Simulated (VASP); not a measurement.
A VASP calculation is set up with these files.

KPOINTS:
```
Automatic
0
G
13 13 13
```

INCAR:
```
! general
SYSTEM  =TiN
PREC    =Accurate
ENCUT   =520   ! plane-wave cut-off (eV)
LREAL   =.FALSE.
LASPH   =.TRUE.   ! aspherical one-centre terms

! electronic loop
EDIFF   =1E-6   ! SCF stop (eV)
NELM    =100   ! most electronic steps
ALGO    =Normal   ! blocked Davidson
LMAXMIX =4

! smearing
ISMEAR  =1
SIGMA   =0.1   ! width (eV)

! functional
GGA     =MK
LUSE_VDW=.TRUE.
AGGAC   =0.0
PARAM1  =0.1234568
PARAM2  =0.7114
ZAB_VDW =-1.8867

! ions
IBRION  =2   ! conjugate gradients
NSW     =60
ISIF    =3
EDIFFG  =-0.01   ! ionic stop

! output
LWAVE   =.FALSE.
LCHARG  =.FALSE.
```

**POSCAR**
```
TiN
1
    0.0000000000     2.1200000000     2.1200000000
    2.1200000000     0.0000000000     2.1200000000
    2.1200000000     2.1200000000     0.0000000000
Ti N
1 1
Direct
  0.0000000000   0.0000000000   0.0000000000
  0.5000000000   0.5000000000   0.5000000000
```

POTCAR, in this order: Ti_sv N (PBE.64 set). Program: vasp_std.

**Question.** Translate this rev-vdW-DF2 calculation to Quantum ESPRESSO's pw.x.

**Answer.** One equivalent input (not run):
```
&CONTROL
  calculation = 'vc-relax'
  pseudo_dir = './pseudo'
  outdir = './out'
  tprnfor = .true.
  tstress = .true.
  nstep = 60
  forc_conv_thr = 0.00039
/
&SYSTEM
  ibrav = 0
  nat = 2
  ntyp = 2
  ecutwfc = 84
  occupations = 'smearing'
  smearing = 'methfessel-paxton'
  degauss = 0.00735
  input_dft = 'vdw-df2-b86r'
/
&ELECTRONS
  conv_thr = 7.3e-08
  electron_maxstep = 100
/
&IONS
/
&CELL
/
ATOMIC_SPECIES
  Ti 47.867 Ti.upf
  N 14.007 N.upf
CELL_PARAMETERS angstrom
     0.0000000    2.1200000    2.1200000
     2.1200000    0.0000000    2.1200000
     2.1200000    2.1200000    0.0000000
ATOMIC_POSITIONS crystal
  Ti   0.0000000  0.0000000  0.0000000
  N    0.5000000  0.5000000  0.5000000
K_POINTS automatic
  13 13 13 0 0 0
```
What does not carry over: the potentials are each code's own (VASP's PAW set, PseudoDojo norm-conserving files in pw.x), so ENCUT and ecutwfc are chosen apart and not converted; conv_thr bounds pw.x's estimated SCF error, while EDIFF bounds the energy change between steps; forc_conv_thr acts on force components and is met together with etot_conv_thr.

The compound is TiN in the rock salt structure. This run relaxes it. Symmetry was kept, so distortions that lower it aren't found.
